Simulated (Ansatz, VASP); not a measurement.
# Cross-check of TaSb between VASP and Ansatz, part 2 of 2

Aim: how closely do two programs agree when they are given the same cell, functional and k mesh? The cell is generated by rule, not measured, and may not be a known phase. Of the first pair: The two relaxations start from unlike cells of this crystal (the structure described is Ansatz's start), so only their ends are compared.

VASP 6.6.1 and Ansatz 0.2.0.

So far: The starting structure; VASP: relaxation of cell and atoms, PBEsol, pair 1; Ansatz: relaxation of cell and atoms, PBEsol, pair 1; Comparison.

### 5. VASP: relaxation of cell and atoms, PBEsol, pair 2

Level of this step: PBEsol; plane waves and PAW (Ta_pv, Sb); invented cell (VASP).

The relaxed volume is the usual yardstick between codes: in a stiff, nearly cubic crystal its relative difference is about their pressure difference at one cell divided by the bulk modulus. Its start cell is another than that of the pair before, and may be another structure of the material.

Input file INCAR:

```
SYSTEM = TaSb
PREC = Accurate
ENCUT = 500
EDIFF = 1E-07
NELM = 120
ISMEAR = 0
SIGMA = 0.1
LREAL = .FALSE.
ALGO = Normal
GGA = PS
NBANDS = 14
LASPH = .TRUE.
LORBIT = 11
LWAVE = .FALSE.
LCHARG = .FALSE.
ISIF = 3
IBRION = 2
NSW = 80
EDIFFG = -0.005
GGA_COMPAT = .FALSE.
NELMIN = 4
KPAR = 2
```

Input file POSCAR:

```
TaSb
1.0
    3.5397390000      0.0000000000      0.0000000000
   -1.7698690000      3.0655040000      0.0000000000
    0.0000000000      0.0000000000      3.7781110000
Ta Sb
1 1
Direct
    0.3333331848      0.6666665579      0.4999998677
    0.9999998515      0.9999998912      0.9999998677
```

Input file KPOINTS:

```
Automatic mesh
0
Gamma
12 12 10
0 0 0
```

The projector-augmented-wave data sets are Ta_pv and Sb (PBE family, release 64).

Command:

```bash
$ mpirun -np 2 vasp_std
```

Numbers of over 12 decimals in the logs are rounded to 6 here.

Output:

```text
[banner, memory and clock lines left out]
running    2 mpi-ranks, on    1 nodes
[...]
[... a notice as in an earlier step ...]

 LDA part: xc-table for (Slater+PW92), standard interpolation
 POSCAR, INCAR and KPOINTS ok, starting setup
[...]
entering main loop
       N       E                     dE             d eps       ncg     rms          rms(c)
DAV:   1     0.856657380865E+02    0.85666E+02   -0.77436E+03  3200   0.994E+02
DAV:   2    -0.152260912704E+02   -0.10089E+03   -0.96202E+02  4122   0.261E+02
DAV:   3    -0.178149616285E+02   -0.25889E+01   -0.25507E+01  3786   0.393E+01
DAV:   4    -0.178397057252E+02   -0.24744E-01   -0.24738E-01  3720   0.439E+00
[...]
DAV:  12    -0.170884799664E+02    0.62838E-06   -0.60754E-07  3858   0.632E-03    0.180E-03
DAV:  13    -0.170884797738E+02    0.19256E-06   -0.23056E-08  1746   0.126E-03    0.312E-04
DAV:  14    -0.170884797079E+02    0.65951E-07   -0.49628E-09  1668   0.665E-04
   1 F= -.17088480E+02 E0= -.17087529E+02  d E =-.170885E+02
[... from here on, the cycles between the ionic steps are left out ...]
   2 F= -.17088377E+02 E0= -.17087440E+02  d E =0.102881E-03
   3 F= -.17088544E+02 E0= -.17087599E+02  d E =-.641789E-04
   4 F= -.17088544E+02 E0= -.17087599E+02  d E =-.641464E-04
   5 F= -.17088566E+02 E0= -.17087634E+02  d E =-.224025E-04
   6 F= -.17088571E+02 E0= -.17087645E+02  d E =-.275279E-04
[...]
reached required accuracy - stopping structural energy minimisation
```

From OUTCAR (step 5):

```text
  Total        0.0021762      0.0021762     -0.0050447      0.0000000      0.0000000     -0.0000000
  in kB        0.0848663      0.0848663     -0.1967302      0.0000000      0.0000000     -0.0000000
  external PRESSURE =      -0.0089992 kB  Pullay stress =       0.0000000 kB

 POSITION                                       TOTAL-FORCE (eV/Angst)
 -----------------------------------------------------------------------------------
      0.00000      2.04640      1.88803        -0.000000     -0.000000      0.000000
      1.77223      3.06960      3.77606         0.000000      0.000000      0.000000
 -----------------------------------------------------------------------------------
    total drift:                                0.000154      0.000147      0.000184

  FREE ENERGIE OF THE ION-ELECTRON SYSTEM (eV)
  ---------------------------------------------------
  free  energy   TOTEN  =       -17.0885713822 eV

  energy  without entropy=      -17.0867190705  energy(sigma->0) =      -17.08764523

[... 1 part as in an earlier step ...]

[... 3 further parts left out ...]
[key lines of the parts left out:]
E-fermi :   8.3182
```

### 6. Ansatz: relaxation of cell and atoms, PBEsol, pair 2

The same cell, functional, mesh and smearing now go to Ansatz, which takes its cutoff from its data sets.

The cell is taken from a series of runs on this material, whose earlier steps may have relaxed, scaled, displaced or heated it; both programs get it as it stands.

Input file input.yaml:

```yaml
crystal:
  lattice:
    - [3.5397389124, 0.0, 0.0]
    - [-1.7698694562, 3.0655038209, 0.0]
    - [0.0, 0.0, 3.778110842]
  atoms:
    - { symbol: Ta, position: [0.3333333333, 0.6666666667, 0.5] }
    - { symbol: Sb, position: [0.0, 0.0, 0.0] }
kpoints:
  mp_grid: { grid: [12, 12, 10] }
hamiltonian:
  xc: pbesol
scf:
  occupations: { method: gaussian, width: 0.1 }
output:
  forces: true
  stress: true
  eigenvalues: true
  write_density: true
  write_potential: true
  elf: true
  volumetric_format: npy
relax:
  adjacent_minimum: "off"
  f_tol: 0.005
  max_steps: 80
  cell: { stress_tol: 0.05 }
```

Command:

```bash
$ ansatz run input.yaml --threads 8 --pin off --max-ram 14336MiB --backend cpu --events-out ev --progress --plain --runs-dir out
```

Output:

```text
[...]
Crystal: 2 atoms, lattice volume = 40.997 Å³
Basis set: ecut = 420 eV, 787 PW (Γ), exchange–correlation on 48×48×54 points (8 copies of the dense FFT grid, shifted against one another)
Bands: 18, of which v1, the nominal top of the filled ones, is band 14 counted from 1 (13 counted from 0)
Symmetry: 12 space group operations
[...]
k-points: 114 of 1440 (time reversal used)
[...]
k-point 113: bands = [... 10 lower, 10.9963, 11.7708, 13.0993, 15.3538, 17.5758, 18.3525, 19.9953, 20.7234]
--- Relaxed structure (3 steps of the walk, 3 accepted, 1 SCFs on fresh bases) ---
[...]
cell:  # Å, volume = 41.0209 Å³
    - [3.543849, 0, 0.0]
    - [-1.771924, 3.069063, 0.0]
    - [0.0, 0.0, 3.771588]
  atoms:
    - { symbol: Ta, position: [0.333333, 0.666667, 0.5] }
    - { symbol: Sb, position: [0.0, -2.7755575615628914e-17, 0.0] }
[key lines of the parts left out:]
SCF converged after 7 iterations
Free energy (F): -16214.576964 eV
Fermi energy:    16.158554 eV
P = ⅓ Tr σ = -0.0169 GPa (-0.169 kbar)
```

### 7. Side by side

What differs besides the data sets and the points named for the pairs above, as far as they apply: the data sets hold 28 valence electrons in Ansatz (on its default PAW (the set named soft_2) files) and 16 in VASP. Total energies have different zeros and are not compared.

Compared:

```
                                         quantity  Ansatz   VASP  difference
                                      volume (Å³)   41.02  41.08     -0.15 %
edge a after relaxation, in the typed setting (Å)   3.544  3.545     -0.02 %
edge c after relaxation, in the typed setting (Å)   3.772  3.776     -0.12 %
```

### 8. VASP: relaxation of cell and atoms, PBEsol, pair 3

The relaxed volume is the usual yardstick between codes: in a stiff, nearly cubic crystal its relative difference is about their pressure difference at one cell divided by the bulk modulus.

Changes to INCAR since step 5:

```diff
@@ -5,4 +5,4 @@
 NELM = 120
-ISMEAR = 0
-SIGMA = 0.1
+ISMEAR = 1
+SIGMA = 0.15
 LREAL = .FALSE.
```

Input file POSCAR:

```
TaSb
1.0
    3.5438490000      0.0000000000      0.0000000000
   -1.7719240000      3.0690630000      0.0000000000
    0.0000000000      0.0000000000      3.7715880000
Ta Sb
1 1
Direct
    0.3333332393      0.6666666667      0.5000000000
    0.9999999060      0.0000000000      0.0000000000
```

Input file KPOINTS:

```
Automatic mesh
0
Gamma
12 12 12
0 0 0
```

Command:

```bash
$ mpirun -np 2 vasp_std
```

Output:

```text
[... set-up lines as in an earlier step ...]
 entering main loop
       N       E                     dE             d eps       ncg     rms          rms(c)
DAV:   1     0.854859038902E+02    0.85486E+02   -0.77847E+03  3732   0.998E+02
DAV:   2    -0.152905323282E+02   -0.10078E+03   -0.96409E+02  4888   0.257E+02
DAV:   3    -0.178153851862E+02   -0.25249E+01   -0.24872E+01  4420   0.386E+01
DAV:   4    -0.178405033693E+02   -0.25118E-01   -0.25110E-01  4360   0.438E+00
[...]
DAV:  12    -0.170884397574E+02    0.65253E-06   -0.62801E-07  4474   0.645E-03    0.175E-03
DAV:  13    -0.170884395689E+02    0.18848E-06   -0.23552E-08  2030   0.128E-03    0.307E-04
DAV:  14    -0.170884395026E+02    0.66290E-07   -0.49395E-09  1958   0.671E-04
   1 F= -.17088440E+02 E0= -.17088487E+02  d E =-.170884E+02
[...]
2 F= -.17088286E+02 E0= -.17088334E+02  d E =0.153032E-03
[...]
3 F= -.17088507E+02 E0= -.17088554E+02  d E =-.670125E-04
[...]
4 F= -.17088506E+02 E0= -.17088554E+02  d E =-.669871E-04
[...]
5 F= -.17088517E+02 E0= -.17088561E+02  d E =-.103072E-04
 trial-energy change:   -0.000010  1 .order   -0.000011   -0.000014   -0.000008
 step:   1.9537(harm=  1.9537)  dis= 0.00000  next Energy=   -17.088522 (dE=-0.155E-04)
 reached required accuracy - stopping structural energy minimisation
```

OUTCAR, selected parts (step 8):

```text
  Total       -0.0089352     -0.0089352      0.0067567     -0.0000000      0.0000000      0.0000000
  in kB       -0.3484609     -0.3484609      0.2635023     -0.0000001      0.0000000      0.0000000
  external PRESSURE =      -0.1444732 kB  Pullay stress =       0.0000000 kB

 POSITION                                       TOTAL-FORCE (eV/Angst)
 -----------------------------------------------------------------------------------
      0.00000      2.04624      1.88827        -0.000000      0.000000      0.000000
      1.77209      3.06936      0.00000         0.000000     -0.000000     -0.000000
 -----------------------------------------------------------------------------------
    total drift:                                0.000154      0.000003      0.000000

  FREE ENERGIE OF THE ION-ELECTRON SYSTEM (eV)
  ---------------------------------------------------
  free  energy   TOTEN  =       -17.0885167970 eV

  energy  without entropy=      -17.0886496449  energy(sigma->0) =      -17.08856108

[... 1 part as in an earlier step ...]

[... 3 further parts left out ...]
[key lines of the parts left out:]
E-fermi :   8.3132
```

### 9. Ansatz: relaxation of cell and atoms, PBEsol, pair 3

The same cell, functional, mesh and smearing now go to Ansatz, which takes its cutoff from its data sets.

The cell is taken from a series of runs on this material, whose earlier steps may have relaxed, scaled, displaced or heated it; both programs get it as it stands.

Input file input.yaml:

```yaml
crystal:
  lattice:
    - [3.5438485623, 0.0, 0.0]
    - [-1.7719242811, 3.0690628821, 0.0]
    - [0.0, 0.0, 3.7715875162]
  atoms:
    - { symbol: Ta, position: [0.3333333333, 0.6666666667, 0.5] }
    - { symbol: Sb, position: [0.0, 0.0, 0.0] }
kpoints:
  mp_grid: { grid: [12, 12, 12] }
hamiltonian:
  xc: pbesol
scf:
  occupations: { method: methfessel_paxton, width: 0.15 }
output:
  forces: true
  stress: true
  eigenvalues: true
relax:
  adjacent_minimum: "off"
  f_tol: 0.001
  max_steps: 60
  cell: { stress_tol: 0.01 }
```

Command:

```bash
$ ansatz run input.yaml --threads 8 --pin off --max-ram 14336MiB --backend cpu --events-out ev --progress --plain --runs-dir out
```

Output:

```text
[...]
Crystal: 2 atoms, lattice volume = 41.021 Å³
Basis set: ecut = 420 eV, 787 PW (Γ), exchange–correlation on 48×48×54 points (8 copies of the dense FFT grid, shifted against one another)
Bands: 18, of which v1, the nominal top of the filled ones, is band 14 counted from 1 (13 counted from 0)
Symmetry: 12 space group operations
[...]
k-points: 133 of 1728 (time reversal used)
[...]
k-point 132: bands = [... 10 lower, 11.0028, 11.7806, 13.1042, 15.3592, 17.5785, 18.3651, 20.0059, 20.7356]
--- Relaxed structure (4 steps of the walk, 4 accepted, 1 SCFs on fresh bases) ---
[...]
cell:  # Å, volume = 41.0050 Å³
    - [3.542101, -2.885314109000568e-11, 0]
    - [-1.771050, 3.067549, 0]
    - [0, 0, 3.773848]
  atoms:
    - { symbol: Ta, position: [0.333333, 0.666667, 0.500000] }
    - { symbol: Sb, position: [0, -2.775557561562892e-17, 0] }
[key lines of the parts left out:]
SCF converged after 4 iterations
Free energy (F): -16214.576890 eV
Fermi energy:    16.162536 eV
P = ⅓ Tr σ = -0.0017 GPa (-0.017 kbar)
```

### 10. Differences

What differs besides the data sets and the points named for the pairs above, as far as they apply: the data sets hold 28 valence electrons in Ansatz (on its default PAW (the set named soft_2) files) and 16 in VASP. Total energies have different zeros and are not compared.

Both answers:

```csv
quantity,Ansatz,VASP,difference
volume (Å³),41.01,41.08,-0.19 %
"edge a after relaxation, in the typed setting (Å)",3.542,3.544,-0.06 %
"edge c after relaxation, in the typed setting (Å)",3.774,3.776,-0.07 %
```

### 11. Results

```json
{
 "difference in volume (relaxation of cell and atoms, PBEsol, pair 1)": "-0.27 %",
 "difference in volume (relaxation of cell and atoms, PBEsol, pair 2)": "-0.15 %",
 "difference in volume (relaxation of cell and atoms, PBEsol, pair 3)": "-0.19 %"
}
```

The difference in volume is -0.27 % (relaxation of cell and atoms, PBEsol, pair 1), within the 1.2 % picked in this series as the mark of a large difference, as far as the stopping tolerances let one tell. The data sets hold unlike numbers of valence electrons (28 in Ansatz and 16 in VASP), so part of the differences may come from the potentials. 1 further pair of this series is not shown here. Such differences can come from data sets, numerical settings and the points named under the comparisons, not from the functional's error against experiment.

[Lines on the potential files, build, host, timing and source positions are cut from VASP's logs without a mark.]

[Logs are printed without paths, hosts, clocks, repeated set-up lines and the standing remarks that a program may print on its own settings, such as how far it seeks lower states.]

[Hosts, paths, dates, database ids (printed as entryN), source tags and the programs' standing remarks are cut or masked in the printed files.]
